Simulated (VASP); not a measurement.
An input for VASP 6.6.1 (Sn):

The input INCAR:

```
PREC     = Accurate       # precision mode
ENCUT    = 520            # plane-wave cutoff, eV
EDIFF    = 1E-6           # SCF threshold, eV
ISMEAR   = 0              # smearing method
SIGMA    = 0.05           # smearing width, eV
LREAL    = False          # projectors in reciprocal space
LASPH    = True           # aspherical terms in the spheres
NELM     = 80             # most SCF steps
ALGO     = Normal         # electronic algorithm
ISIF     = 2              # what is computed and relaxed
LWAVE    = False          # write WAVECAR
LCHARG   = True           # write CHGCAR
LDIPOL   = True         
IDIPOL   = 3            
DIPOL    = 0.5 0.5 0.294
GGA      = PE             # functional
LELF     = True           # ELF
LVHAR    = True         
LVACPOTAV= True
```

KPOINTS

```
Automatic mesh
0
Gamma
  9 9 1
```

The input POSCAR:

```
Sn
1.0
    2.9670500000      0.0000000000      0.0000000000
    0.0000000000      2.9670300000      0.0000000000
    0.0000000000      0.0000000000     23.8000000000
Sn
1
Direct
    0.0000000000      0.0000000000      0.2941200000
```

Potentials or basis: VASP PAW PBE potentials, release 64 (Sn_d).

The run is started by

```bash
$ cat potpaw_PBE.64/Sn_d/POTCAR > POTCAR
$ mpirun -np 1 vasp_std > vasp.out
```

Task: How does this run end?

Result: The run stopped without a result. It printed:

OUTCAR:

```text
PREC = Accurate
   ENCUT = 520
   EDIFF = 1E-6
   ISMEAR = 0
   LREAL = False
   LASPH = True
   NELM = 80
   ISIF = 2
   GGA = PE

[... 93 lines left out ...]
|     E        R     R  R     R  O     O  R     R     ###     ###     ###     |
|     EEEEE    RRRRRR   RRRRRR   O     O  RRRRRR       #       #       #      |
|     E        R   R    R   R    O     O  R   R                               |
|     E        R    R   R    R   O     O  R    R      ###     ###     ###     |
|     EEEEEEE  R     R  R     R  OOOOOOO  R     R     ###     ###     ###     |
|                                                                             |
|     IBZKPT: not all point group operations associated with the symmetry     |
|     operators of the crystalline lattice are members of the point group     |
|     of the reciprocal lattice.                                              |
|                                                                             |
|       ---->  I REFUSE TO CONTINUE WITH THIS SICK JOB ... BYE!!! <----       |
|                                                                             |
 -----------------------------------------------------------------------------
```

On the terminal:

```text
POSCAR found type information on POSCAR Sn
 POSCAR found :  1 types and       1 ions
[... 43 lines left out ...]

1
```
